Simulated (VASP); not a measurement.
Wanted: the native input for a VASP 6.6.1 run.

```yaml
Task: electric field gradients
Functional: PBE
Potentials_or_basis: VASP PAW PBE potentials, release 64 (Ga_d, B)
Cutoff: 520 eV
k_mesh: 10 × 10 × 8
Occupations: gaussian, width 0.02 eV
Spin: no spin polarisation
Further_INCAR_settings: ALGO = Fast; EDIFF = 1e-08
```

The structure of GaB lies in POSCAR:

```
GaB
1.0
    2.7182400000      0.0000000000      0.0000000000
    0.0000000000      2.7182400000      0.0000000000
    0.0000000000      0.0000000000      3.2362100000
Ga B
1 1
Direct
    0.5000000000      0.5000000000      0.5000000000
    0.0000000000      0.0000000000      0.0000000000
```

The cell was built by a generator and needn't be a form met in nature.

These files were run (other wordings do the same):

INCAR

```
SYSTEM = GaB
ALGO = Fast
EDIFF = 1E-8
ENCUT = 520
GGA = PE
ISIF = 2
ISMEAR = 0
LASPH = .TRUE.
LCHARG = .FALSE.
LEFG = .TRUE.
LREAL = .FALSE.
LWAVE = .FALSE.
NELM = 80
PREC = Accurate
SIGMA = 0.02
```

KPOINTS

```
k-points
0
G
  10 10 8
  0 0 0
```

Potentials or basis: VASP PAW PBE potentials, release 64 (Ga_d, B).

Launch:

```bash
$ cat potpaw_PBE.64/Ga_d/POTCAR potpaw_PBE.64/B/POTCAR > POTCAR
$ mpirun -np 1 vasp_std > vasp.out
```

It gave:

```yaml
Pressure: 0.1 GPa
Band_gap_on_the_k_mesh: none (metal or under the smearing width)
```

It took 12 s on 1 thread of Intel(R) Xeon(R) 6975P-C (Granite Rapids) (shared host), peak memory 0.15 GiB.
